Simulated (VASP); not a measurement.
An input for Ansatz (written as the equivalent of a VASP run, and not itself run):

Ansatz 0.2 input:
```yaml
crystal:
  lattice:
    - [5.7790354, 0.0000000, 0.0000000]
    - [0.0000000, 5.7790354, 0.0000000]
    - [0.0000000, 0.0000000, 8.4522661]
  atoms:
    - { symbol: Rb, position: [0.0000000, 0.5000000, 0.2500000] }
    - { symbol: Rb, position: [0.0000000, 0.5000000, 0.7500000] }
    - { symbol: Rb, position: [0.5000000, 0.0000000, 0.2500000] }
    - { symbol: Rb, position: [0.5000000, 0.0000000, 0.7500000] }
    - { symbol: H, position: [0.5000000, 0.5000000, 0.3055297] }
    - { symbol: H, position: [0.5000000, 0.5000000, 0.6944703] }
    - { symbol: H, position: [0.0000000, 0.0000000, 0.8055297] }
    - { symbol: H, position: [0.0000000, 0.0000000, 0.1944703] }
    - { symbol: H, position: [0.2981826, 0.7018174, 0.5000000] }
    - { symbol: H, position: [0.7018174, 0.2981826, 0.5000000] }
    - { symbol: H, position: [0.7981826, 0.7981826, 0.0000000] }
    - { symbol: H, position: [0.2018174, 0.2018174, 0.0000000] }
    - { symbol: Pd, position: [0.5000000, 0.5000000, 0.5000000] }
    - { symbol: Pd, position: [0.0000000, 0.0000000, 0.0000000] }
kpoints:
  mp_grid: { grid: [4, 4, 3] }
hamiltonian:
  xc: r2scan
  pseudopotentials: { kind: paw }
scf:
  occupations: { method: gaussian, width: 0.05 }
  max_iter: 100
relax:
  max_steps: 60
  f_tol: 0.02
  cell: {}
output: { forces: true, stress: true, eigenvalues: true }
```

**Question.** Translate this input to VASP (INCAR, KPOINTS, POSCAR, choice of POTCAR).

**Answer.** One answer among several that fit: 
KPOINTS:
```
Automatic mesh
0
Gamma
4 4 3
0 0 0
```

POSCAR:
```
Rb2H4Pd
1.0
  5.7790354314   0.0000000000   0.0000000000
  0.0000000000   5.7790354314   0.0000000000
  0.0000000000   0.0000000000   8.4522661127
Rb H Pd
4 8 2
Cartesian
  0.0000000000   2.8895177157   2.1130665282
  0.0000000000   2.8895177157   6.3391995845
  2.8895177157   0.0000000000   2.1130665282
  2.8895177157   0.0000000000   6.3391995845
  2.8895177157   2.8895177157   2.5824184227
  2.8895177157   2.8895177157   5.8698476900
  0.0000000000   0.0000000000   6.8085514791
  0.0000000000   0.0000000000   1.6437146336
  1.7232080849   4.0558273465   4.2261330564
  4.0558273465   1.7232080849   4.2261330564
  4.6127258006   4.6127258006   0.0000000000
  1.1663096308   1.1663096308   0.0000000000
  2.8895177157   2.8895177157   4.2261330564
  0.0000000000   0.0000000000   0.0000000000
```

INCAR:
```
ENCUT  =  400   # plane-wave cut-off (eV)
LASPH  =  .TRUE.   # aspherical one-centre terms
LREAL  =  Auto   # projection in real space or not
LCHARG  =  .FALSE.
IBRION  =  2
ISMEAR  =  0   # Gaussian
EDIFF  =  1E-6
EDIFFG  =  -0.02   # ionic stop
NELM  =  100   # most electronic steps
METAGGA  =  R2SCAN
PREC  =  Accurate
LMAXMIX  =  4   # l cut-off of mixed one-centre charges
LWAVE  =  .FALSE.
SYSTEM  =  Rb2H4Pd
SIGMA  =  0.05
LMIXTAU  =  .TRUE.
ISIF  =  3   # ions, shape and volume
ALGO  =  Normal
NSW  =  60   # most ionic steps
```

POTCAR, in this order: Rb_sv H Pd (PBE.64 set). Program: vasp_std.

What does not carry over: each code has its own PAW files, so the cut-off isn't converted (ENCUT is set for VASP's; basis.ecutwfc is left out, and Ansatz then takes the one that its files recommend); Ansatz stops its SCF on the density residual and VASP on the energy change (EDIFF).

The structure comes from a computed database's Rb2H4Pd entry (P4_2/mnm); how it stands against other phases isn't given here. This run relaxes it. Symmetry was kept, so distortions that lower it aren't found. The start is the result of an earlier pass.
